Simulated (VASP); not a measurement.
# A VASP study of TiSi2 (PBE + D3(BJ)): structure first, properties next, part 2 of 2

Wanted: the relaxed cell of TiSi2 and its properties. Left out of this account: 1 further run (relaxation: it shows nothing beyond the runs told). The start is a computed cell from the Materials Project.

VASP 6.6.1; PBE with D3(BJ); plane waves and PAW (Ti_sv, Si).

So far. Step 7 (Field gradients at the nuclei (PBE + D3(BJ))): The largest gradient, 43.34 V/Å², sits on Si3 and like sites; the stable nuclei of Si have no quadrupole moment in their ground state, so NMR and NQR don't see it. Step 8 (Volume scan with PBE + D3(BJ)): The pressure here is 10.77 GPa.

## (9) Volume scan with PBE + D3(BJ) (run 2)

INCAR

```
SYSTEM = TiSi2
PREC = Accurate
ENCUT = 400
EDIFF = 1E-06
NELM = 100
ISMEAR = 0
SIGMA = 0.05
LREAL = .FALSE.
ALGO = Normal
GGA = PE
IVDW = 12
NBANDS = 26
LASPH = .TRUE.
LORBIT = 11
LWAVE = .FALSE.
LCHARG = .FALSE.
KPAR = 4
ISIF = 2
```

POSCAR

```
TiSi2
1.0
    3.4518176965      0.0000000000      0.0000000000
    0.0000000000      0.0000000000      3.4888235009
    1.7259088482     -6.5287809672      0.0000000000
Ti Si
2 4
Direct
    0.1021586661      0.7500000000      0.7956826678
    0.8978413339      0.2500000000      0.2043173322
    0.4395943902      0.7500000000      0.1208112196
    0.5604056098      0.2500000000      0.8791887804
    0.7505201556      0.7500000000      0.4989596888
    0.2494798444      0.2500000000      0.5010403112
```

KPOINTS

```
Automatic mesh
0
Gamma
8 8 8
0 0 0
```

The projector-augmented-wave data sets are Ti_sv and Si (PBE family, release 64).

Started as:

```
$ mpirun -np 4 vasp_std
```

The job ended after 26 s (4 MPI ranks of Intel Xeon Platinum 8259CL at 2.50GHz (Skylake/Cascade Lake), shared host; peak memory 1 GiB).

This step gave:

```
free energy (TOTEN)     : -43.89 eV
energy at zero smearing : -43.89 eV
Fermi energy            : 11.59 eV
pressure                : 6.783 GPa
```

Force by atom:

| atom | x (eV/Å) | y (eV/Å) | z (eV/Å) | size |
| --- | --- | --- | --- | --- |
| Ti1 | 0.000 | -0.112 | 0.000 | 0.112 |
| Ti2 | 0.000 | 0.112 | 0.000 | 0.112 |
| Si3 | 0.000 | -0.139 | 0.000 | 0.139 |
| Si4 | 0.000 | 0.139 | 0.000 | 0.139 |
| Si5 | 0.000 | -0.003 | 0.000 | 0.003 |
| Si6 | 0.000 | 0.003 | 0.000 | 0.003 |

The pressure falls from 10.77 to 6.78 GPa.

The run ends at a pressure of 6.78 GPa, with forces up to 0.14 eV/Å.

## (10) Volume scan with PBE + D3(BJ) (run 3)

INCAR is that of step 9.

POSCAR, as its differences from that of step 9:

```diff
@@ -2,5 +2,5 @@
 1.0
-    3.4518176965      0.0000000000      0.0000000000
-    0.0000000000      0.0000000000      3.4888235009
-    1.7259088482     -6.5287809672      0.0000000000
+    3.4756240881      0.0000000000      0.0000000000
+    0.0000000000      0.0000000000      3.5128851130
+    1.7378120440     -6.5738084657      0.0000000000
 Ti Si
```

KPOINTS is that of step 9.

Started as:

```
$ mpirun -np 4 vasp_std
```

Elapsed: 27 s, on 4 MPI ranks; peak memory 1 GiB.

The pressure falls from 6.78 to 3.20 GPa.

The run ends at a pressure of 3.20 GPa, with forces up to 0.065 eV/Å.

## (11) Volume scan with PBE + D3(BJ) (run 4)

INCAR is that of step 10.

POSCAR, as its differences from that of step 10:

```diff
@@ -2,5 +2,5 @@
 1.0
-    3.4756240881      0.0000000000      0.0000000000
-    0.0000000000      0.0000000000      3.5128851130
-    1.7378120440     -6.5738084657      0.0000000000
+    3.4991087470      0.0000000000      0.0000000000
+    0.0000000000      0.0000000000      3.5366215432
+    1.7495543735     -6.6182274379      0.0000000000
 Ti Si
```

KPOINTS is that of step 10.

Started as:

```
$ mpirun -np 4 vasp_std
```

It took 28 s on 4 MPI ranks; peak memory 1 GiB.

The pressure falls from 3.20 to -0.03 GPa.

The run ends at a pressure of -0.03 GPa, with forces up to 0.0099 eV/Å.

## (12) Volume scan with PBE + D3(BJ) (run 5)

INCAR is that of step 11.

POSCAR, as its differences from that of step 11:

```diff
@@ -2,5 +2,5 @@
 1.0
-    3.4991087470      0.0000000000      0.0000000000
-    0.0000000000      0.0000000000      3.5366215432
-    1.7495543735     -6.6182274379      0.0000000000
+    3.5222823280      0.0000000000      0.0000000000
+    0.0000000000      0.0000000000      3.5600435605
+    1.7611411640     -6.6620580360      0.0000000000
 Ti Si
```

KPOINTS is that of step 11.

Started as:

```
$ mpirun -np 4 vasp_std
```

Run time: 28 s. Hardware: 4 MPI ranks; peak memory 1.1 GiB.

The pressure falls from -0.03 to -2.93 GPa.

The run ends at a pressure of -2.93 GPa, with forces up to 0.065 eV/Å.

## (13) Volume scan with PBE + D3(BJ) (run 6)

INCAR is that of step 12.

POSCAR, as its differences from that of step 12:

```diff
@@ -2,5 +2,5 @@
 1.0
-    3.5222823280      0.0000000000      0.0000000000
-    0.0000000000      0.0000000000      3.5600435605
-    1.7611411640     -6.6620580360      0.0000000000
+    3.5451549320      0.0000000000      0.0000000000
+    0.0000000000      0.0000000000      3.5831613742
+    1.7725774660     -6.7053193653      0.0000000000
 Ti Si
```

KPOINTS is that of step 12.

Started as:

```
$ mpirun -np 4 vasp_std
```

Wall time 28 s (4 MPI ranks); peak memory 1.1 GiB; 1.8 min of CPU time.

The pressure falls from -2.93 to -5.53 GPa.

The run ends at a pressure of -5.53 GPa, with forces up to 0.12 eV/Å.

## (14) Volume scan with PBE + D3(BJ) (run 7)

A prediction first. A parabola through the 6 pressures of evenly scaled cells so far, P = -0.03 -153.4 t +341 t² GPa with t = ln(V/V₁) and V₁ the volume at scale 1, gives -7.81 GPa at t = +0.0583.

INCAR is that of step 13.

POSCAR, as its differences from that of step 13:

```diff
@@ -2,5 +2,5 @@
 1.0
-    3.5451549320      0.0000000000      0.0000000000
-    0.0000000000      0.0000000000      3.5831613742
-    1.7725774660     -6.7053193653      0.0000000000
+    3.5677361455      0.0000000000      0.0000000000
+    0.0000000000      0.0000000000      3.6059846735
+    1.7838680727     -6.7480295574      0.0000000000
 Ti Si
```

KPOINTS is that of step 13.

Started as:

```
$ mpirun -np 4 vasp_std
```

Wall time 27 s (4 MPI ranks); peak memory 1.1 GiB.

The pressure falls from -5.53 to -7.88 GPa. The parabola predicted -7.81 GPa, +0.06 GPa off.

## (15) Comparing the runs

Times are for 4 MPI ranks of Intel Xeon Platinum 8259CL at 2.50GHz (Skylake/Cascade Lake), shared host. The runs compared:

| no. | volume scale | energy above the lowest point (meV/atom) | pressure (GPa) | time | memory (GiB) |
| --- | --- | --- | --- | --- | --- |
| 1 | 0.94 | 27.93 | 10.77 | 27 s | 1.0 |
| 2 | 0.96 | 12.39 | 6.783 | 26 s | 1.0 |
| 3 | 0.98 | 3.29 | 3.199 | 27 s | 1.0 |
| 4 | 1 | 0 | -0.02502 | 28 s | 1.0 |
| 5 | 1.02 | 1.95 | -2.928 | 28 s | 1.1 |
| 6 | 1.04 | 8.59 | -5.531 | 28 s | 1.1 |
| 7 | 1.06 | 19.44 | -7.878 | 27 s | 1.1 |

## (16) Fit for PBE + D3(BJ)

This step: Birch-Murnaghan fit, PBE with D3(BJ); plane waves and PAW (VASP 6.6.1).

This step runs nothing: it gathers the runs above.

This step gave:

```
pressure derivative of the bulk modulus : 4.313
r.m.s. error of the fit                 : 5.33e-6 eV/atom
minimum inside the sampled range        : yes
bulk modulus                            : 151.6 GPa
equilibrium volume of the fit           : 13.68 Å³/atom
```

The energy above the fitted minimum by volume:

| volume (Å³/atom) | energy above the fitted minimum (eV/atom) |
| --- | --- |
| 12.831 | 0.0280 |
| 13.104 | 0.0124 |
| 13.377 | 0.00331 |
| 13.650 | 2.5e-5 |
| 13.923 | 0.00197 |
| 14.196 | 0.00861 |
| 14.469 | 0.0195 |

The fitted volume lies +0.22 % from the relaxed one. At a finite cutoff and mesh the minimum of the energy and the zero of the stress don't quite coincide, and the relaxation stops at a threshold. The atoms bear forces along the scan, since they were held; freeing them would lower the modulus.

## (17) Results

```
relaxed volume                            : 13.65 Å³/atom
relaxed conventional cell a, b, c         : 3.499, 13.236, 3.537 Å
space group after relaxing, within 0.02 Å : Cmcm (No. 63)
band gap                                  : none, a metal
DOS at the Fermi level                    : 1.36 states/eV/cell
largest field gradient Vzz                : 43.34 V/Å² on Si3
bulk modulus from the fit                 : 152 GPa
volume from the fit                       : 13.7 Å³/atom
```

In words: With PBE + D3(BJ), TiSi2 relaxes to 13.65 Å³/atom in space group Cmcm (held by the symmetry of the run), comes out as a metal and has a bulk modulus of 152 GPa at fixed shape and positions, an upper bound. Bands along the symmetry lines (PBE + D3(BJ)): Of the bands kept, 2 cross the Fermi level on this path. No search among competing phases was made, and a listed structure need not be the one stable at ambient conditions. All values are for a static lattice at zero temperature.

[Lines on the potential files, build, host, timing and source positions are cut from VASP's logs without a mark.]

[Logs are printed without paths, hosts, clocks, repeated set-up lines and the standing remarks that a program may print on its own settings, such as how far it seeks lower states.]

[Hosts, paths, dates, database ids (printed as entryN), source tags and the programs' standing remarks are cut or masked in the printed files.]

[A measured line is paired with the nearest computed mode of its activity, which favours agreement.]
